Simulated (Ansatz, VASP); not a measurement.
# In: VASP beside Ansatz

Wanted: the spread between two codes on one cell, functional and k mesh. The structure shown is frame 200 of Ansatz's trajectory.

Method: plane waves, with VASP 6.6.1 beside it; single point at LDA, in Ansatz 0.2.0.

### 1. The structure

The cell holds 48 atoms: 48 In. Cell: a = 10.940 Å, b = 10.940 Å, c = 10.940 Å, α = 90.0°, β = 90.0°, γ = 90.0°. As first built, before any earlier steps moved the atoms (in the runner's words): 48 atoms (48 In) placed at random at 6.99 g/cm^3 and pushed apart to contact distance.

### 2. Ansatz: dynamics, LDA

Ansatz runs on its default PAW (the set named soft_2) files.

One frame of this run of dynamics is then solved in both programs, so the motion causes no difference.

input.yaml reads:

```yaml
crystal:
  lattice:
    - [10.9398, 0.0, 0.0]
    - [0.0, 10.9398, 0.0]
    - [0.0, 0.0, 10.9398]
  atoms:
    - { symbol: In, position: [0.49532, 0.96222, 0.13701] }
    - { symbol: In, position: [0.87955, 0.36797, 0.37727] }
    - { symbol: In, position: [0.71272, 0.45266, 0.58464] }
    - { symbol: In, position: [0.10753, 0.83476, 0.46925] }
    - { symbol: In, position: [0.3722, 0.84025, 0.33686] }
    - { symbol: In, position: [0.42649, 0.11366, 0.38037] }
    - { symbol: In, position: [0.26886, 0.27229, 0.7928] }
    - { symbol: In, position: [0.25566, 0.44375, 0.98728] }
    - { symbol: In, position: [0.9057, 0.67556, 0.52681] }
    - { symbol: In, position: [0.29805, 0.19089, 0.03758] }
    - { symbol: In, position: [0.54034, 0.122, 0.6375] }
    - { symbol: In, position: [0.77968, 0.73777, 0.98113] }
    - { symbol: In, position: [0.10609, 0.51547, 0.48527] }
    - { symbol: In, position: [0.07583, 0.57136, 0.82] }
    - { symbol: In, position: [0.52559, 0.26203, 0.86611] }
    - { symbol: In, position: [0.4838, 0.46259, 0.70665] }
    - { symbol: In, position: [0.20451, 0.83061, 0.71003] }
    - { symbol: In, position: [0.76598, 0.25158, 0.76794] }
    - { symbol: In, position: [0.17662, 0.01254, 0.89315] }
    - { symbol: In, position: [0.86744, 0.89211, 0.38885] }
    - { symbol: In, position: [0.29242, 0.05168, 0.60613] }
    - { symbol: In, position: [0.69079, 0.80979, 0.21417] }
    - { symbol: In, position: [0.32792, 0.63321, 0.82491] }
    - { symbol: In, position: [0.92163, 0.08584, 0.55344] }
    - { symbol: In, position: [0.95491, 0.40292, 0.66379] }
    - { symbol: In, position: [0.02696, 0.69122, 0.04503] }
    - { symbol: In, position: [0.7868, 0.88906, 0.65588] }
    - { symbol: In, position: [0.24714, 0.82698, 0.10248] }
    - { symbol: In, position: [0.84073, 0.02752, 0.8809] }
    - { symbol: In, position: [0.1811, 0.39738, 0.26658] }
    - { symbol: In, position: [0.62657, 0.27522, 0.41586] }
    - { symbol: In, position: [0.09932, 0.25629, 0.47119] }
    - { symbol: In, position: [0.14236, 0.66487, 0.27608] }
    - { symbol: In, position: [0.67424, 0.64325, 0.41263] }
    - { symbol: In, position: [0.82474, 0.60444, 0.76299] }
    - { symbol: In, position: [0.3664, 0.60132, 0.16136] }
    - { symbol: In, position: [0.95114, 0.23126, 0.16851] }
    - { symbol: In, position: [0.01941, 0.20564, 0.81971] }
    - { symbol: In, position: [0.69343, 0.05786, 0.29066] }
    - { symbol: In, position: [0.43385, 0.65664, 0.50972] }
    - { symbol: In, position: [0.54803, 0.82967, 0.7387] }
    - { symbol: In, position: [0.44151, 0.4473, 0.35637] }
    - { symbol: In, position: [0.17511, 0.12935, 0.25779] }
    - { symbol: In, position: [0.34434, 0.29878, 0.54583] }
    - { symbol: In, position: [0.97086, 0.8109, 0.82145] }
    - { symbol: In, position: [0.63845, 0.50086, 0.92105] }
    - { symbol: In, position: [0.68118, 0.46744, 0.17493] }
    - { symbol: In, position: [0.52712, 0.21913, 0.15643] }
kpoints:
  mp_grid: { grid: [1, 1, 1] }
hamiltonian:
  xc: lda
scf:
  occupations: { method: fermi_dirac, width: 0.05 }
output:
  forces: true
  stress: true
md:
  timestep: 5.0
  n_steps: 600
  ensemble: nvt_nose_hoover
  temperature: 973
  initial_velocities: maxwell_boltzmann
  seed: 5
  temperature_schedule:
    - { n_steps: 75, end_temperature: 973 }
    - { n_steps: 75, end_temperature: 473 }
```

Started as:

```
$ ansatz run input.yaml --threads 4 --pin off --max-ram 15360MiB --backend cpu --events-out ev --progress --plain --runs-dir out
```

Numbers of over 12 decimals in the logs are rounded to 6 here.

The program printed:

```text
Warning: md: disabling space-group detection — thermal motion breaks the input geometry's symmetry, so no spatial operation reduces the k-mesh or symmetrises the density; time reversal is kept, so that k and −k are solved as one point where they differ and the mesh holds both, and exact exchange and, on two spinor components, a DFT+U term hold to it where the run has them: on two components no moment then forms, and  [...]
Warning: output.stress: scf.convergence.dr2_threshold = 4.8e-8 eV (the default of an md: trajectory) is looser than the 4.8e-9 eV advised for a printed stress (1e-10 eV for each atom of the cell: 48). What an SCF threshold leaves in a stress goes as its square root, and in the free energy as the threshold itself, and one threshold admits the most on a small cell: [figures from the program's tests cut] Set scf.converg [...]
Engine: ansatz 0.2.0, aarch64-unknown-linux-gnu
Pseudopotentials: kind: paw
Pseudopotential: In, paw, valence charge 13, recommended cutoff 420 eV (normal), In.paw.azcp
Functional definition: SPW92
  exchange = slater_x
  correlation = pw_c
Crystal: 48 atoms, lattice volume = 1309.267 Å³
Basis set: ecut = 420 eV, 25677 PW (Γ)
Bands: 375, of which v1, the nominal top of the filled ones, is band 312 counted from 1 (311 counted from 0)
Symmetry: 1 space group operations
k-points: 1
Non-local potential: In, projectors of the file, l = 0: 2, l = 1: 2, l = 2: 2, l = 3: 2
PAW form: soft (Blöchl's): semilocal exchange-correlation on the pseudo side does not see the compensation charge
PAW frozen core: In, regenerated for the run's functional, and the local potential with it (the file was generated under x = pbe(κ = 0.804, μ = 0.219515), c = pbe(β = 0.066725))
PAW one-centre angular grid: In, 590 points (default); XC on 64 Gauss nodes
Initial density: superposition of atomic densities (neutral atoms: chi_scale 0, normalization atom), corrected by the library's trained network
Initial wavefunctions: pseudopotential atomic-orbital guess
Functional: x = slater, c = lda
SCF iter   1: F=—  HF=-261938.120606 eV  |F-HF|=—  |Δ(HF+E_count)|=         —  Δρ=8.22e-3  dr2=1.11e0  ethr=1.77e-3  ⟨swp⟩=6.0  Hψ=1325  notcnv=0  defer=4
preconditioner: auto → LDOS  [metal: Δε(μ)=0.066 eV  Ē_g=14.847 eV  σ=0.050 eV  W_gap=0.32  n_scr=304 (ndim 8)  ℏωp=25.6 eV  f_vac=0.039  D(μ)=22.99/eV (n_scr^D=122)  β→1.0]
SCF iter   2: F=—  HF=-261937.986864 eV  |F-HF|=—  |Δ(HF+E_count)|=   1.34e-1  Δρ=6.14e-3  dr2=4.51e-1  ethr=1.78e-4  ⟨swp⟩=3.0  Hψ=770  notcnv=0  defer=48
SCF iter   3: F=—  HF=-261937.803609 eV  |F-HF|=—  |Δ(HF+E_count)|=   1.83e-1  Δρ=1.15e-3  dr2=4.27e-2  ethr=7.23e-5  ⟨swp⟩=2.0  Hψ=654  notcnv=0  defer=48
SCF iter   4: F=—  HF=-261937.796026 eV  |F-HF|=—  |Δ(HF+E_count)|=   7.58e-3  Δρ=4.22e-4  dr2=6.05e-3  ethr=6.84e-6  ⟨swp⟩=2.0  Hψ=626  notcnv=0  defer=48
SCF iter   5: F=—  HF=-261937.794825 eV  |F-HF|=—  |Δ(HF+E_count)|=   1.20e-3  Δρ=1.71e-4  dr2=1.19e-3  ethr=9.70e-7  ⟨swp⟩=2.0  Hψ=640  notcnv=0  defer=48
SCF iter   6: F=—  HF=-261937.794621 eV  |F-HF|=—  |Δ(HF+E_count)|=   2.04e-4  Δρ=5.22e-5  dr2=1.11e-4  ethr=1.90e-7  ⟨swp⟩=3.0  Hψ=699  notcnv=0  defer=48
SCF iter   7: F=—  HF=-261937.794624 eV  |F-HF|=—  |Δ(HF+E_count)|=   2.70e-6  Δρ=2.80e-5  dr2=2.20e-5  ethr=1.78e-8  ⟨swp⟩=3.0  Hψ=710  notcnv=0  defer=48
SCF iter   8: F=—  HF=-261937.793586 eV  |F-HF|=—  |Δ(HF+E_count)|=   1.04e-3  Δρ=7.54e-6  dr2=1.86e-6  ethr=3.53e-9  ⟨swp⟩=2.0  Hψ=688  notcnv=0  defer=48
SCF iter   9: F=—  HF=-261937.793586 eV  |F-HF|=—  |Δ(HF+E_count)|=   3.72e-8  Δρ=3.29e-6  dr2=3.24e-7  ethr=2.98e-10  ⟨swp⟩=2.0  Hψ=530  notcnv=0  defer=48
SCF iter  10: F=-261937.793586 eV  HF=-261937.793586 eV  |F-HF|=2.13e-8  |Δ(HF+E_count)|=   5.45e-8  Δρ=1.11e-6  dr2=3.78e-8  ethr=7.69e-12  ⟨swp⟩=2.0  Hψ=1093  notcnv=0
SCF 1 converged in 10 iterations: F = -261937.793586 eV  dr2 = 3.78e-8
  greatest PAW one-centre occupation: 0.983 electrons in one spin orbital (limit 2), on the In atom at site 40 (counted from 0), in its partial waves of l = 2
[...]
md step   562: t =  2810.00 fs  T =   426.5 K (target 473.0 K)  F+E_penalty+E_count = -261949.26042106 eV  E_kin = 2.591210 eV  conserved = -261931.89719621 eV  P_inst = -0.1310 GPa  (3 SCF iters)
md step   564: t =  2820.00 fs  T =   427.7 K (target 473.0 K)  F+E_penalty+E_count = -261949.30149114 eV  E_kin = 2.598167 eV  conserved = -261931.89763777 eV  P_inst = -0.1383 GPa  (3 SCF iters)
md step   566: t =  2830.00 fs  T =   427.2 K (target 473.0 K)  F+E_penalty+E_count = -261949.33168100 eV  E_kin = 2.595479 eV  conserved = -261931.89793895 eV  P_inst = -0.1424 GPa  (3 SCF iters)
md step   568: t =  2840.00 fs  T =   422.7 K (target 473.0 K)  F+E_penalty+E_count = -261949.33586192 eV  E_kin = 2.568143 eV  conserved = -261931.89801262 eV  P_inst = -0.1383 GPa  (3 SCF iters)
md step   570: t =  2850.00 fs  T =   414.0 K (target 473.0 K)  F+E_penalty+E_count = -261949.31245245 eV  E_kin = 2.515065 eV  conserved = -261931.89792403 eV  P_inst = -0.1245 GPa  (8 SCF iters)
md step   572: t =  2860.00 fs  T =   402.6 K (target 473.0 K)  F+E_penalty+E_count = -261949.27013932 eV  E_kin = 2.445819 eV  conserved = -261931.89777714 eV  P_inst = -0.1029 GPa  (3 SCF iters)
md step   574: t =  2870.00 fs  T =   390.8 K (target 473.0 K)  F+E_penalty+E_count = -261949.22172727 eV  E_kin = 2.374411 eV  conserved = -261931.89762217 eV  P_inst = -0.0773 GPa  (3 SCF iters)
md step   576: t =  2880.00 fs  T =   381.1 K (target 473.0 K)  F+E_penalty+E_count = -261949.18043572 eV  E_kin = 2.315404 eV  conserved = -261931.89747105 eV  P_inst = -0.0520 GPa  (3 SCF iters)
md step   578: t =  2890.00 fs  T =   375.6 K (target 473.0 K)  F+E_penalty+E_count = -261949.15822558 eV  E_kin = 2.282108 eV  conserved = -261931.89736032 eV  P_inst = -0.0312 GPa  (3 SCF iters)
md step   580: t =  2900.00 fs  T =   375.9 K (target 473.0 K)  F+E_penalty+E_count = -261949.16302866 eV  E_kin = 2.283816 eV  conserved = -261931.89736547 eV  P_inst = -0.0173 GPa  (9 SCF iters)
md step   582: t =  2910.00 fs  T =   382.1 K (target 473.0 K)  F+E_penalty+E_count = -261949.19439955 eV  E_kin = 2.321585 eV  conserved = -261931.89754692 eV  P_inst = -0.0107 GPa  (3 SCF iters)
md step   584: t =  2920.00 fs  T =   392.6 K (target 473.0 K)  F+E_penalty+E_count = -261949.24021602 eV  E_kin = 2.384975 eV  conserved = -261931.89788635 eV  P_inst = -0.0087 GPa  (3 SCF iters)
md step   586: t =  2930.00 fs  T =   403.8 K (target 473.0 K)  F+E_penalty+E_count = -261949.27826106 eV  E_kin = 2.453471 eV  conserved = -261931.89823954 eV  P_inst = -0.0063 GPa  (3 SCF iters)
md step   588: t =  2940.00 fs  T =   412.3 K (target 473.0 K)  F+E_penalty+E_count = -261949.28486226 eV  E_kin = 2.504673 eV  conserved = -261931.89839139 eV  P_inst = 0.0012 GPa  (3 SCF iters)
md step   590: t =  2950.00 fs  T =   415.8 K (target 473.0 K)  F+E_penalty+E_count = -261949.24736756 eV  E_kin = 2.526288 eV  conserved = -261931.89819931 eV  P_inst = 0.0155 GPa  (9 SCF iters)
md step   592: t =  2960.00 fs  T =   415.6 K (target 473.0 K)  F+E_penalty+E_count = -261949.17277295 eV  E_kin = 2.524573 eV  conserved = -261931.89768974 eV  P_inst = 0.0336 GPa  (3 SCF iters)
md step   594: t =  2970.00 fs  T =   415.3 K (target 473.0 K)  F+E_penalty+E_count = -261949.08641500 eV  E_kin = 2.523209 eV  conserved = -261931.89706472 eV  P_inst = 0.0480 GPa  (3 SCF iters)
md step   596: t =  2980.00 fs  T =   420.1 K (target 473.0 K)  F+E_penalty+E_count = -261949.02074082 eV  E_kin = 2.552420 eV  conserved = -261931.89658587 eV  P_inst = 0.0500 GPa  (3 SCF iters)
md step   598: t =  2990.00 fs  T =   433.5 K (target 473.0 K)  F+E_penalty+E_count = -261949.00008883 eV  E_kin = 2.633857 eV  conserved = -261931.89643774 eV  P_inst = 0.0333 GPa  (4 SCF iters)
[...]
md step   600: t =  3000.00 fs  T =   455.8 K (target 473.0 K)  F+E_penalty+E_count = -261949.02929268 eV  E_kin = 2.768861 eV  conserved = -261931.89664797 eV  P_inst = -0.0030 GPa  (8 SCF iters)
SCF converged after 8 iterations
Free energy (F): -261949.029293 eV
Harris-Foulkes:  -261949.029293 eV  (|F-HF|=2.43e-8)
Internal energy: -261948.900935 eV  (E = F + TS)
E sigma→0 (E₀):  -261948.965114 eV
Entropy (-TS):   -0.128358 eV (-2.674 meV/atom)
Fermi energy:    8.935586 eV
--- Per-component energies (eV) ---
  E_band       = -1754.036755
  E_kinetic    = 11654.056865
  E_local      = -61877.654257  (includes V_loc(G=0)·N_el)
  E_nonlocal   = 17718.253527
  E_hartree    = 25009.161560
  E_xc         = -10293.058440
  E_vxc        = -4899.835426  (∫ρ·V_xc dr)
  E_paw        = -192618.575210  (= ΣΔE_a)
  E_vpaw       = -14367.182024  (= ΣTr[D̂ρ^β])
  E_aug_tail   = 0.001200  (compensation charges beyond the density's cutoff)
  E_ewald      = -51554.743926
  E_core_change = 13.657747  (= ΣΔE_core)
  E_smearing   = -0.128358  (= −TS)
  E_closure    = 0.000000  (closes the sum)
  Σ components = -261949.029293   (vs F -261949.029293, Δ=0.00e0)
--- Forces (eV/Å), atoms counted from 1 ---
  atom   1  In    -0.29701424     0.47939993    -0.11959993
  atom   2  In     0.34342715    -0.49307644    -0.26801951
  atom   3  In    -0.02684964    -0.44688987    -0.00364196
  atom   4  In    -0.09271814     0.06576889    -0.33068927
  atom   5  In     0.43632408     0.55881160    -0.37741370
  atom   6  In    -0.31462299    -0.26297587    -0.33617080
  atom   7  In     0.18217899     0.53635672    -0.16949839
  atom   8  In    -0.17885649    -0.10456490     1.09365645
  atom   9  In     0.13875286     0.49285159     0.55468730
  atom  10  In    -0.26649725    -0.40181233    -0.33433355
  atom  11  In     0.27188898     0.03054443     1.03892051
  atom  12  In    -0.61583198     0.30516914     0.50744602
  atom  13  In    -0.44263990    -0.26523078    -0.72621165
  atom  14  In     0.28767573     0.54424955     0.46531916
  atom  15  In     0.21470806    -0.31548352     0.14787398
  atom  16  In    -0.21397748    -0.18268211     0.19823563
  atom  17  In     0.09337558     0.15525984     0.06614866
  atom  18  In     0.14140847     0.44218321     0.15547800
  atom  19  In     0.37979228     0.30448007     0.03939669
  atom  20  In     0.09300274     0.01131723    -0.32128681
  atom  21  In     0.06285562    -0.03844967    -0.13970038
  atom  22  In    -0.12920855    -0.64306163     0.49061918
  atom  23  In    -0.14331938    -0.02730230    -0.45753159
  atom  24  In    -0.27181845     0.36552851     0.07387538
[...]
atom  41  In    -0.14608273    -0.45343071    -0.03420143
  atom  42  In     0.19391888     0.37947565    -0.62613649
  atom  43  In     0.12221725    -0.11289451     0.08720369
  atom  44  In    -0.11679811    -0.81086790     0.15427499
  atom  45  In    -0.00700960    -0.56802307     0.12810341
  atom  46  In     0.69663010     0.25147489    -0.06557576
  atom  47  In    -0.48797540     0.01548903    -0.38633279
  atom  48  In    -0.12713543    -0.55106633    -0.43335219
  max |Σ_I F_I| component: 3.16e-5 eV/Å
--- Stress (GPa, compression-positive) ---
       -0.865593       0.696806       0.181877
        0.696806       0.083544      -0.755531
        0.181877      -0.755531       0.081027
  P = ⅓ Tr σ = -0.2337 GPa (-2.337 kbar)
--- MD trajectory: 600 steps, t = 0.0 → 3000.0 fs ---
  final state: T = 455.8 K   F+E_penalty+E_count = -261949.02929268 eV   E_kin = 2.768861 eV
  conserved energy: peak-to-peak 2.158e-2 eV (4.496e-4 eV/atom) over 3000.0 fs
```

Reading the cycles: dr2 is the Hartree energy of the density residual (eV), the measure of convergence; HF is the Harris–Foulkes estimate of the energy, which meets the free energy F at convergence.

[end of part 1 of 2]

[Lines on the potential files, build, host, timing and source positions are cut from VASP's logs without a mark.]

[Logs are printed without paths, hosts, clocks, repeated set-up lines and the standing remarks that a program may print on its own settings, such as how far it seeks lower states.]

[Hosts, paths, dates, database ids (printed as entryN), source tags and the programs' standing remarks are cut or masked in the printed files.]
